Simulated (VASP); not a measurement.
# In2Te2O: relaxation of cell and atoms with PBE

The system is In2Te2O.

```
CELL_PARAMETERS angstrom
-4.54042 12.40537 6.05865
2.27003 -6.17495 2.97182
2.27318 6.17602 -2.97195
ATOMIC_POSITIONS crystal
In 0.09008 0.01969 0.12573
In 0.58188 0.01473 0.13241
In 0.45897 0.04217 0.85278
In 0.94460 0.02817 0.84891
Te 0.43975 0.20180 0.63422
Te 0.94968 0.28999 0.65855
Te 0.29885 0.27295 0.40047
Te 0.79881 0.25129 0.37314
O 0.09019 0.17222 0.98563
O 0.58894 0.19746 0.00784
```

The cell was built by a generator and needn't be a form met in nature.

```
Program                : VASP 6.6.1
Task                   : relaxation of cell and atoms
Functional             : PBE
Potentials or basis    : VASP PAW PBE potentials, release 64 (In_d, Te, O)
Cutoff                 : 520 eV
k mesh                 : 5 × 5 × 5
Occupations            : gaussian, width 0.05 eV
Spin                   : no spin polarisation
Further INCAR settings : PREC = Normal; LREAL = Auto; ALGO = Fast; EDIFF = 1e-05; ISYM = 0; IBRION = 2; EDIFFG = -0.03; NSW = 110; ISIF = 3
```

```
Relaxed volume                         : 33.65 Å³/atom
Relaxed cell                           : a = 14.537 Å, b = 7.251 Å, c = 7.249 Å, α = 143.98°, β = 62.49°, γ = 130.77°
Space group after relaxing (to 0.05 Å) : P1 (No. 1)
Energy gained by relaxing              : 118.6 meV/atom
Ionic steps                            : 42
Pressure after relaxing                : 0.0 GPa
Largest force after relaxing           : 0.027 eV/Å
Band gap on the k mesh                 : 1.12 eV, indirect (least direct gap 1.15 eV)
```

Forces on the atoms (eV/Å):
```
In  -0.001  0.019 -0.007
In  -0.005 -0.017  0.010
In  -0.006  0.014  0.001
In   0.004  0.011  0.000
Te   0.009 -0.001  0.003
Te   0.001  0.003 -0.002
Te  -0.005 -0.002  0.000
Te  -0.001  0.003  0.002
O    0.005 -0.026 -0.005
O   -0.001 -0.003 -0.002
```

Step by step:
| step | energy change (eV) | largest force (eV/Å) | pressure (GPa) | volume (Å³) |
| --- | --- | --- | --- | --- |
| 1 | 0.0000 | 5.9503 | 2.06 | 337.49 |
| 3 | -0.6939 | 1.3592 | -0.83 | 345.94 |
| 5 | -0.6990 | 1.4082 | -0.62 | 345.08 |
| 7 | -1.0707 | 0.6682 | -0.08 | 338.29 |
| 9 | -1.1303 | 0.4349 | -0.08 | 336.20 |
| 11 | -1.1580 | 0.2706 | 0.14 | 334.47 |
| 13 | -1.1671 | 0.1541 | 0.06 | 335.56 |
| 15 | -1.1744 | 0.1256 | -0.05 | 337.08 |
| 17 | -1.1786 | 0.0847 | 0.01 | 336.78 |
| 19 | -1.1809 | 0.0806 | -0.01 | 336.70 |
| 21 | -1.1824 | 0.0441 | 0.07 | 336.46 |
| 23 | -1.1833 | 0.0595 | -0.03 | 337.14 |
| 25 | -1.1843 | 0.0462 | -0.05 | 337.15 |
| 27 | -1.1849 | 0.0428 | 0.02 | 336.48 |
| 29 | -1.1849 | 0.0437 | 0.04 | 336.50 |
| 31 | -1.1852 | 0.0538 | -0.04 | 336.43 |
| 33 | -1.1857 | 0.0407 | 0.02 | 336.45 |
| 35 | -1.1857 | 0.0613 | 0.00 | 336.47 |
| 37 | -1.1857 | 0.0535 | 0.01 | 336.47 |
| 39 | -1.1860 | 0.0352 | 0.00 | 336.64 |
| 41 | -1.1861 | 0.0410 | -0.04 | 336.73 |
| 42 | -1.1863 | 0.0268 | -0.01 | 336.53 |

Final structure:
```xyz
10
Lattice="-4.4885 12.4233 6.0688 2.2412 -6.2032 3.0135 2.2418 6.2007 -3.0134" Properties=species:S:1:pos:R:3 pbc="T T T"
In    0.0123    1.7802    0.2516
In   -2.2446    8.0203    3.2468
In    0.0191   10.6497    0.2214
In   -2.2519   16.8330    3.2915
Te   -0.0031    8.0836    1.4169
Te   -2.2370   14.2684    4.4863
Te    0.0158    4.3668    1.4033
Te   -2.2496   10.5736    4.4691
O     2.2358    6.1931   -1.8095
O    -2.2307    6.2307    4.1991
```

Levels at points of the mesh, in eV from the valence-band top:
```
           k point  band 41  band 42  band 43  band 44  band 45  band 46  band 47  band 48
(0.00, 0.00, 0.00)    -0.26    -0.15    -0.12    -0.03     1.12     2.09     2.30     3.06
```

Wall time 39 min on 8 MPI ranks on Intel(R) Xeon(R) 6975P-C (Granite Rapids), with other jobs on the host, peak memory 0.87 GiB a rank.

Caveat: spin-orbit coupling is left out, which moves the levels of the heavy elements; an odd mesh through Γ misses points on the zone boundary, where band edges often lie.
